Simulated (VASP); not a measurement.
Given:

```yaml
crystal:
  lattice:
    - [0.00000, 2.96189, 2.96189]
    - [2.96189, 0.00000, 2.96189]
    - [2.96189, 2.96189, 0.00000]
  atoms:
    - { symbol: Al, position: [0.25000, 0.25000, 0.25000] }
    - { symbol: Al, position: [0.75000, 0.75000, 0.75000] }
    - { symbol: Au, position: [0.00000, 0.00000, 0.00000] }
```

Level of theory: PBE GGA with D3 dispersion (zero damping), VASP's PBE PAW potentials (set 64) (plane waves; VASP). Run with 520 eV cut-off, 9×9×9 Γ-centred mesh, first-order Methfessel-Paxton smearing of 0.10 eV, potentials Al Au.

Q: Give the stress tensor in GPa (positive for a compressed cell).

A: 
```
3.80  0.00  0.00
0.00  3.80  0.00
0.00  0.00  3.80
```
The pressure is its mean diagonal, 3.80 GPa.

The compound is AuAl2 in the fluorite structure. This cell is one point of a volume scan, at 0.97 of the reference volume. The electron count is odd and the run is not spin-polarised, which forces a metal.
